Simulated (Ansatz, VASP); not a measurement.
## One calculation of CsInH4, two programs

File INCAR:

```
SYSTEM = CsInH4
PREC = Accurate ; ENCUT = 600
EDIFF = 1E-6 ; ISMEAR = 0
SIGMA = 0.1 ; LREAL = .False.
LASPH = .True. ; NELM = 100
ALGO = Normal ; ISIF = 3
LWAVE = .False. ; LCHARG = .False.
GGA = PE ; IBRION = 2
NSW = 100 ; EDIFFG = -0.01
```

Contents of KPOINTS:

```
Automatic mesh
0
Gamma
  10 10 6
  0 0 0
```

Contents of POSCAR:

```
CsInH4
1.0
    4.1774204376      0.0000000000      0.0000000000
    0.0000000000      4.1774204376      0.0000000000
    0.0000000000      0.0000000000      6.8300821913
Cs In H
1 1 4
Direct
    0.5000000000      0.5000000000      0.5000000000
    0.0000000000      0.0000000000      0.0000000000
    0.0000000000      0.0000000000      0.5592768395
    0.5000000000      0.5000000000      0.0564793323
    0.5000000000      0.5000000000      0.9435206677
    0.0000000000      0.0000000000      0.4407231605
```

Input for Ansatz:

```yaml
crystal:
  lattice:
    - [4.1774204376, 0.0, 0.0]
    - [0.0, 4.1774204376, 0.0]
    - [0.0, 0.0, 6.8300821913]
  atoms:
    - { symbol: Cs, position: [0.5, 0.5, 0.5] }
    - { symbol: In, position: [0.0, 0.0, 0.0] }
    - { symbol: H, position: [0.0, 0.0, 0.5592768395] }
    - { symbol: H, position: [0.5, 0.5, 0.0564793323] }
    - { symbol: H, position: [0.5, 0.5, 0.9435206677] }
    - { symbol: H, position: [0.0, 0.0, 0.4407231605] }
basis:
  ecutwfc: 420
kpoints:
  mp_grid: { grid: [10, 10, 6] }
hamiltonian:
  xc: pbe
scf:
  occupations: { method: gaussian, width: 0.1 }
output:
  forces: true
  stress: true
  eigenvalues: true
relax:
  adjacent_minimum: "off"
  f_tol: 0.01
  max_steps: 80
  cell: { stress_tol: 0.05 }
```

Change from the starting cell: species swapped into the CeDyC4 type (P4/mmm, No. 123).

Alike in both runs: task relaxation of cell and atoms; functional PBE; k mesh 10 × 10 × 6; occupations gaussian, width 0.1 eV; no spin polarisation.

|  | VASP | Ansatz |
| --- | --- | --- |
| version | VASP 6.6.1 | Ansatz 0.2.0 |
| potentials or method | VASP PAW PBE potentials, release 64 (Cs_sv, In_d, H) | scalar-relativistic, plane waves, PAW |
| plane-wave cutoff (eV) | 600 | 420 |
| valence electrons in the cell | 26 | 26 |

VASP gave:

```
gap on the k mesh at the Fermi level, each at its own relaxed structure (eV) : none
relaxed volume (Å³/atom)                                                     : 20.64
relaxed cell length with the largest relative difference (Å)                 : 4.242
```

Q: Which values does Ansatz return?

A: gap on the k mesh at the Fermi level, each at its own relaxed structure (eV): none; relaxed volume (Å³/atom): 20.60; relaxed cell length with the largest relative difference (Å): 4.237.

A gap of «none» marks a metal or a gap that the smearing closes.

The runs have no spin-orbit coupling, so splittings on Cs are missing.
